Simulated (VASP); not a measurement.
An input for Quantum ESPRESSO's pw.x (written as the equivalent of a VASP run, and not itself run):

```
&CONTROL
  calculation = 'vc-relax'
  pseudo_dir = './pseudo'
  outdir = './out'
  tprnfor = .true.
  tstress = .true.
  nstep = 60
  forc_conv_thr = 0.00039
/
&SYSTEM
  ibrav = 0
  nat = 2
  ntyp = 2
  ecutwfc = 74
  occupations = 'smearing'
  smearing = 'gaussian'
  degauss = 0.003675
  input_dft = 'pbe'
  vdw_corr = 'grimme-d3'
  dftd3_version = 3
  dftd3_threebody = .false.
/
&ELECTRONS
  conv_thr = 7.3e-08
  electron_maxstep = 100
/
&IONS
/
&CELL
/
ATOMIC_SPECIES
  K 39.098 K.upf
  I 126.904 I.upf
CELL_PARAMETERS angstrom
     0.0000000    3.5350000    3.5350000
     3.5350000    0.0000000    3.5350000
     3.5350000    3.5350000    0.0000000
ATOMIC_POSITIONS crystal
  K    0.0000000  0.0000000  0.0000000
  I    0.5000000  0.5000000  0.5000000
K_POINTS automatic
  6 6 6 0 0 0
```

Q: Translate this input to VASP (INCAR, KPOINTS, POSCAR, choice of POTCAR).

A: This is not unique; one that fits is 
File KPOINTS:
```
Automatic mesh
0
Gamma
6 6 6
0 0 0
```

### POSCAR
```
KI
1
    0.0000000000     3.5350000000     3.5350000000
    3.5350000000     0.0000000000     3.5350000000
    3.5350000000     3.5350000000     0.0000000000
K I
1 1
Direct
  0.0000000000   0.0000000000   0.0000000000
  0.5000000000   0.5000000000   0.5000000000
```

INCAR:
```
! general
SYSTEM =KI
PREC   =Accurate
ENCUT  =520
LREAL  =.FALSE.
LASPH  =.TRUE.

! electronic loop
EDIFF  =1E-6
NELM   =100
ALGO   =Normal
LMAXMIX=4

! smearing
ISMEAR =0
SIGMA  =0.05

! functional
GGA    =PE
IVDW   =11

! ions
IBRION =2
NSW    =60
ISIF   =3
EDIFFG =-0.01

! output
LWAVE  =.FALSE.
LCHARG =.FALSE.
```

POTCAR, in this order: K_sv I (PBE.64 set). Program: vasp_std.

The two are equivalent in intent, not identical: the potentials are each code's own (VASP's PAW set, PseudoDojo norm-conserving files in pw.x), so ENCUT and ecutwfc are chosen apart and not converted; conv_thr bounds pw.x's estimated SCF error, while EDIFF bounds the energy change between steps; forc_conv_thr acts on force components and is met together with etot_conv_thr.

The compound is KI in the rock salt structure. This run relaxes it. Symmetry was kept, so distortions that lower it aren't found.
